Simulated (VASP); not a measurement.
A convergence study with VASP on Ag: one setting is varied, all else stays as given below, so the limit is that of these other settings.

```yaml
crystal:
  lattice:
    - [2.90653, 0.00000, 0.00000]
    - [-2.90653, 2.90653, 0.00000]
    - [0.00000, 0.00000, 20.16570]
  atoms:
    - { symbol: Ag, position: [0.00000, 0.00000, 0.44904] }
    - { symbol: Ag, position: [0.00000, 0.50000, 0.34712] }
    - { symbol: Ag, position: [0.00000, 0.00000, 0.65288] }
    - { symbol: Ag, position: [0.00000, 0.50000, 0.55096] }
```

All values below come from PBE GGA, VASP's PBE PAW potentials (set 64) (plane waves; VASP). The tightest run used: 600 eV cut-off, 14×14×1 Γ-centred mesh, Fermi-Dirac smearing of 0.10 eV, potentials Ag.

**Question.** The settings run are ENCUT = 150; ENCUT = 180; ENCUT = 210; ENCUT = 255; ENCUT = 360; ENCUT = 450; ENCUT = 600. From which on does the largest force stay within 0.02 eV/Å of the tightest run?

**Answer.** From ENCUT = 180 on: it is off by 0.003 there and by no more than 0.02 in any finer run, while ENCUT = 150 is off by 0.386.
```csv
setting,E (eV/atom),largest force (eV/Å),plane waves,difference judged (eV/Å)
ENCUT = 150,-0.4411,0.507,728,0.386
ENCUT = 180,-2.0975,0.125,968,0.003
ENCUT = 210,-2.4138,0.116,1203,0.005
ENCUT = 255,-2.5029,0.121,1602,0.000
ENCUT = 360,-2.5003,0.121,2699,0.000
ENCUT = 450,-2.5000,0.122,3736,0.001
ENCUT = 600,-2.4997,0.121,5744,0.000
```

Left out are rungs that failed or repeat a setting and relaxations that didn't move; long series are thinned to 24 rows.

The cell is a sheet or thin cut with vacuum, built from a generated structure.
